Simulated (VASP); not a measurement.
Level of theory: PBE GGA with spin-orbit coupling, VASP's PBE PAW potentials (set 64) (plane waves; VASP).

VASP ran on this input.

**POSCAR**
```
Tc
4.5128720
  0.3081040189  -0.5252147635   0.0000000000
  0.3081040189   0.5252147635   0.0000000000
  0.0000000000   0.0000000000   1.0000000000
Tc
2
Cartesian
  0.3081040189   0.1750719380   0.2500000000
  0.3245321252  -0.1750719380   0.7500000000
```

**KPOINTS**
```
kpoints
0
gamma
  14 14 7
```

INCAR:
```
! general
SYSTEM    =Tc
PREC      =Accurate
ENCUT     =400
LREAL     =.False.
LASPH     =.True.

! electronic loop
EDIFF     =1E-6
NELM      =100
ALGO      =Normal
LMAXMIX   =4

! smearing
ISMEAR    =1
SIGMA     =0.1

! functional
GGA       =PE
GGA_COMPAT=.False.

! spin
MAGMOM    =0 0 0 0 0 0
LSORBIT   =.True.

! ions
ISIF      =2

! output
LWAVE     =.False.
LCHARG    =.False.
```

POTCAR, in this order: Tc_pv (PBE.64 set). Program: vasp_ncl.

Output of the run:

**OUTCAR**
```
 ion  position               nearest neighbor table
   1  0.333  0.667  0.250-   2 2.73   2 2.73   2 2.76   2 2.76   2 2.80   2 2.80
   2  0.693  0.360  0.750-   1 2.73   1 2.73   1 2.76   1 2.76   1 2.80   1 2.80
  LATTYP: Found a base centered orthorhombic cell.
 ALAT       =     2.7808680000
 B/A-ratio  =     1.7046670320
 C/A-ratio  =     1.6228285557
 Subroutine PRICEL returns:
 Original cell was already a primitive cell.
 Subroutine GETGRP returns: Found  4 space group operations
The static configuration has the point symmetry C_1 .
 The point group associated with its full space group is C_2h.
The dynamic configuration has the point symmetry C_1 .
The overall configuration has the point symmetry C_1 .
 Subroutine INISYM returns: Found  4 space group operations
 Subroutine IBZKPT returns following result:
 Found    400 irreducible k-points:

 Following reciprocal coordinates:
            Coordinates               Weight
  0.000000  0.000000  0.000000      1.000000
  0.071429  0.000000  0.000000      2.000000
  0.000000  0.071429  0.000000      2.000000
  0.142857  0.000000  0.000000      2.000000
  0.000000  0.142857  0.000000      2.000000
  0.214286  0.000000  0.000000      2.000000
  0.000000  0.214286  0.000000      2.000000
  0.285714  0.000000  0.000000      2.000000
  0.000000  0.285714  0.000000      2.000000
  0.357143  0.000000  0.000000      2.000000
  0.000000  0.357143  0.000000      2.000000
  0.428571  0.000000  0.000000      2.000000
  0.000000  0.428571  0.000000      2.000000
  0.500000  0.000000  0.000000      1.000000
  0.000000  0.500000  0.000000      1.000000
  0.071429  0.071429  0.000000      2.000000
  0.142857  0.071429  0.000000      2.000000
  0.071429  0.142857  0.000000      2.000000
  0.214286  0.071429  0.000000      2.000000
  0.071429  0.214286  0.000000      2.000000
...
```

**OSZICAR**
```
       N       E                     dE             d eps       ncg     rms          rms(c)
DAV:   1     0.322467033278E+03    0.32247E+03   -0.13881E+04 28296   0.131E+03
DAV:   2    -0.110954078560E+02   -0.33356E+03   -0.32542E+03 29536   0.444E+02
DAV:   3    -0.222103482067E+02   -0.11115E+02   -0.10765E+02 32690   0.936E+01
DAV:   4    -0.223605104700E+02   -0.15016E+00   -0.14867E+00 30052   0.108E+01
DAV:   5    -0.223624328030E+02   -0.19223E-02   -0.19213E-02 29730   0.113E+00    0.221E+01
DAV:   6    -0.210062682157E+02    0.13562E+01   -0.33944E+00 28162   0.181E+01    0.636E+00
DAV:   7    -0.208669947358E+02    0.13927E+00   -0.56246E-01 31650   0.653E+00    0.985E-01
DAV:   8    -0.208606711920E+02    0.63235E-02   -0.61986E-03 28900   0.704E-01    0.606E-01
DAV:   9    -0.208576593639E+02    0.30118E-02   -0.26598E-03 29482   0.547E-01    0.539E-02
DAV:  10    -0.208576969011E+02   -0.37537E-04   -0.55849E-05 29828   0.617E-02    0.140E-02
DAV:  11    -0.208576961371E+02    0.76401E-06   -0.65724E-06 25106   0.242E-02
   1 F= -.20857696E+02 E0= -.20857858E+02  d E =0.486294E-03  mag=     0.0000     0.0000     0.0000
```

OUTCAR:
```
------------------------ aborting loop because EDIFF is reached ----------------------------------------
  FORCE on cell =-STRESS in cart. coord.  units (eV):
  Direction    XX          YY          ZZ          XY          YZ          ZX
  --------------------------------------------------------------------------------------
  Total       -1.7096167     -0.9052858     -2.7957836     -0.2523131      0.0000000      0.0000000
  in kB      -92.0843883    -48.7610398   -150.5881505    -13.5902386      0.0000000      0.0000000
  external PRESSURE =     -97.1445262 kB  Pullay stress =       0.0000000 kB
  volume of cell :       29.75
      direct lattice vectors                 reciprocal lattice vectors
     1.390434000 -2.370227000  0.000000000     0.359599952 -0.210950259  0.000000000
     1.390434000  2.370227000  0.000000000     0.359599952  0.210950259  0.000000000
     0.000000000  0.000000000  4.512872000     0.000000000  0.000000000  0.221588381
 POSITION                                       TOTAL-FORCE (eV/Angst)
 -----------------------------------------------------------------------------------
      1.39043      0.79008      1.12822         0.197934      0.079834     -0.000000
      1.46457     -0.79008      3.38465        -0.197934     -0.079834      0.000000
 -----------------------------------------------------------------------------------
    total drift:                                0.000005      0.000000     -0.000000
  FREE ENERGIE OF THE ION-ELECTRON SYSTEM (eV)
  ---------------------------------------------------
  free  energy   TOTEN  =       -20.8576961371 eV

  energy  without entropy=      -20.8581824309  energy(sigma->0) =      -20.85785824

 Ion:    1  E_soc:     -0.1979690

 Ion:    2  E_soc:     -0.1979690
```
(Selected blocks of OUTCAR.)

The compound is Tc in the hcp structure. The cell was not relaxed at this level, atoms are displaced from their ideal sites. The run is one of a series of settings (GGA_COMPAT = .FALSE., LSORBIT = .TRUE., MAGMOM = 0 0 0 0 0 0, program vasp_ncl against the base run), some of them coarse on purpose.
